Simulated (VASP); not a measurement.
VASP runs on FeS₂ (space group Pnnm) share one base input (PBE GGA, plane waves, VASP's PBE PAW potentials (set 64)) and change the settings named in each case.

**POSCAR**
```
FeS2
1.0
  4.5057240000   0.0000000000   0.0000000000
  0.0000000000   5.4942070000   0.0000000000
  0.0000000000   0.0000000000   3.4388360000
Fe S
2 4
Cart
  2.2528620000   2.7471035000   1.7194180000
  0.0000000000   0.0000000000   0.0000000000
  1.3498698532   4.8249027033   1.7194180000
  3.1558541468   0.6693042967   1.7194180000
  3.6027318532   3.4164077967   0.0000000000
  0.9029921468   2.0777992033   0.0000000000
```

**KPOINTS**
```
Automatic mesh
0
Gamma
4 3 5
0 0 0
```

INCAR:
```
ISMEAR = 0
ALGO = Normal   ! blocked Davidson
ISIF = 2   ! forces and stress, cell fixed
SIGMA = 0.01   ! width (eV)
GGA = PE
LASPH = .TRUE.
LCHARG = .FALSE.
LREAL = .FALSE.   ! projection in real space or not
PREC = Accurate
SYSTEM = FeS2
NELM = 100   ! most electronic steps
ENCUT = 300   ! plane-wave cut-off (eV)
LWAVE = .FALSE.
LMAXMIX = 4
EDIFF = 1E-6
```

POTCAR, in this order: Fe S (PBE.64 set). Program: vasp_std.

```tsv
change	E(σ→0) (eV/atom)	pressure (GPa)
base run	-6.0011	-6.54
GGA removed, POTCAR Fe S (LDA.64 set)	-6.9182	-16.47
KPOINTS 4×4×5 Γ-centred mesh	-6.0012	(withheld)
LDAU = .TRUE., LDAUJ = 0 0, LDAUL = 2 -1, LDAUTYPE = 2, LDAUU = 1.0 0	-5.6775	(withheld)
```

### Question
Fill in the missing entries.

### Answer

- KPOINTS 4×4×5 Γ-centred mesh, pressure (GPa): -6.55
- LDAU = .TRUE., LDAUJ = 0 0, LDAUL = 2 -1, LDAUTYPE = 2, LDAUU = 1.0 0, pressure (GPa): -5.99

Energies of different potentials or functionals have different zeros.  At 300 eV the pressure can carry a Pulay error.

Left out are runs that ran out of time, are held back, or changed the cell or the kind of run, fixed moments of cells without a moment, rows past the twelfth, gaps on odd meshes, pressures of charged cells and columns that move by less than the noise.

The structure comes from a computed database's FeS2 entry; how it stands against other phases isn't given here. The cell was not relaxed at this level, its lattice was scaled by up to 2.5 %. The run is not spin-polarised, so no magnetic state was tried.
